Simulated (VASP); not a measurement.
Crystal: HfRe.

```xyz
2
Lattice="2.8252 0.0000 0.0000 -1.4126 2.4467 0.0000 0.0000 0.0000 5.6430" Properties=species:S:1:pos:R:3 pbc="T T T"
Hf    0.0000    0.0000    0.0000
Re    0.0000    0.0000    2.8215
```

The cell was built by a generator and needn't be a form met in nature.

- Program: VASP 6.6.1
- Task: relaxation of cell and atoms
- Functional: SCAN
- Potentials or basis: VASP PAW PBE potentials, release 64 (Hf_pv, Re)
- Cutoff: 600 eV
- k mesh: 11 × 11 × 5
- Occupations: methfessel-paxton, width 0.1 eV
- Spin: no spin polarisation

At the start: pressure -13.6 GPa; volume 19.50 Å³/atom.

Problem. How do energy, volume and symmetry change on relaxing?

Solution. Over 10 steps the energy falls by 101.2 meV/atom and the volume is 17.89 Å³/atom (-8.3 %); space group P6/mmm (No. 191, to 0.05 Å).

Step by step:
```tsv
step	energy change (eV)	largest force (eV/Å)	pressure (GPa)	volume (Å³)
1	0.0000	0.0000	-13.58	39.01
2	0.5431	0.0000	46.76	30.33
3	-0.1924	0.0000	0.20	35.78
4	-0.1934	0.0000	1.14	35.61
5	-0.1935	0.0000	1.53	35.54
6	-0.1911	0.0000	-0.66	35.91
7	-0.2024	0.0000	0.33	35.72
8	-0.2024	0.0000	0.29	35.72
9	-0.2023	0.0000	-0.43	35.86
10	-0.2025	0.0000	-0.02	35.78
```

Final structure:
```
Hf Re
1.0
     2.78800    0.00000    0.00000
    -1.39400    2.41448    0.00000
     0.00000    0.00000    5.31472
Hf Re
1 1
Direct
  0.00000 0.00000 0.00000
  0.00000 0.00000 0.50000
```

Caveat: the PAW data sets were made with another functional, which shifts forces and pressure a little.
